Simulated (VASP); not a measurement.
```cif
data_PbS
_chemical_formula_sum 'Pb1 S1'
_space_group_name_H-M_alt 'P 1'
_space_group_IT_number 1
_cell_length_a 4.23663
_cell_length_b 4.23663
_cell_length_c 4.23663
_cell_angle_alpha 60.000
_cell_angle_beta 60.000
_cell_angle_gamma 60.000
loop_
_space_group_symop_operation_xyz
  'x, y, z'
loop_
_atom_site_label
_atom_site_type_symbol
_atom_site_fract_x
_atom_site_fract_y
_atom_site_fract_z
_atom_site_occupancy
Pb1 Pb 0.00000 0.00000 0.00000 1
S1 S 0.50000 0.50000 0.50000 1
```

Computed with TPSS meta-GGA, VASP's PBE PAW potentials (set 64) (plane waves; VASP 6.6.1). Run with 520 eV cut-off, 8×8×8 Γ-centred mesh, Gaussian smearing of 0.050 eV, potentials Pb_d S.

### Question
Give the energy at these volumes per atom, relative to the lowest: 25.22, 26.03, 26.83, 27.64, 28.44 Å³.

### Answer
20.0, 5.0, 0.0, 3.5, 14.2 meV/atom. A third-order Birch-Murnaghan fit gives B0 = 55.7 GPa and B0′ = 4.3.

Measured: a 5.914 Å at 120 K (computed value off by +1.3 %), as given by Noda, Masumoto, Ohba, Saito, Toriumi, Iwata, Shibuya, Acta Cryst. C 43, 1443 (1987), by a structure database's card. The calculation is for a static lattice, while the measured a holds thermal and zero-point effects, which are part of the difference.

The compound is PbS in the rock salt structure. It was relaxed first.
